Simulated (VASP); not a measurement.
Method: PBEsol GGA, VASP's PBE PAW potentials (set 64) (plane waves; VASP 6.6.1).

VASP input:

### INCAR
```
SYSTEM = Pt
PREC = Accurate
ENCUT = 400
EDIFF = 1E-6
NELM = 100
ALGO = Normal
LREAL = .FALSE.
LASPH = .TRUE.
ISMEAR = 1
SIGMA = 0.1
GGA = PS
LMAXMIX = 6
LWAVE = .FALSE.
LCHARG = .FALSE.
IBRION = 2
ISIF = 3
NSW = 60
EDIFFG = -0.01
```

POSCAR:
```
Pt
1.0
  0.0000000000   1.9600000000   1.9600000000
  1.9600000000   0.0000000000   1.9600000000
  1.9600000000   1.9600000000   0.0000000000
Pt
1
Direct
  0.0000000000   0.0000000000   0.0000000000
```

### KPOINTS
```
Automatic
0
Gamma
 14 14 14
```

POTCAR, in this order: Pt (PBE.64 set). Program: vasp_std.

Unless said otherwise, spin-orbit coupling is left out, though it shifts the bands of the heavy elements here.

### Question
Predict the energy per atom (σ→0), volume per atom, band gap (on the k-mesh).

### Answer

```
Quantity                                                    Result
------------------------  ----------------------------------------
energy per atom (σ→0)                               -6.971 eV/atom
band gap (on the k-mesh)  none (metal, semimetal or under 0.01 eV)
volume per atom                                      15.00 Å³/atom
```

### OSZICAR
```
...
   2 F= -.69695220E+01 E0= -.69696506E+01  d E =0.141223E-02
       N       E                     dE             d eps       ncg     rms          rms(c)
DAV:   1    -0.698075090052E+01   -0.11230E-01   -0.22946E-01  1906   0.512E+00    0.691E-01
DAV:   2    -0.697166701616E+01    0.90839E-02   -0.27050E-02  1879   0.146E+00    0.289E-01
DAV:   3    -0.697109651311E+01    0.57050E-03   -0.28240E-03  1948   0.443E-01    0.150E-01
DAV:   4    -0.697111605114E+01   -0.19538E-04   -0.92695E-05  2115   0.703E-02    0.892E-03
DAV:   5    -0.697111667930E+01   -0.62816E-06   -0.12979E-06  2050   0.890E-03
   3 F= -.69711167E+01 E0= -.69712492E+01  d E =-.182442E-03
```

The compound is Pt in the fcc structure. This run relaxes it. Symmetry was kept, so distortions that lower it aren't found.
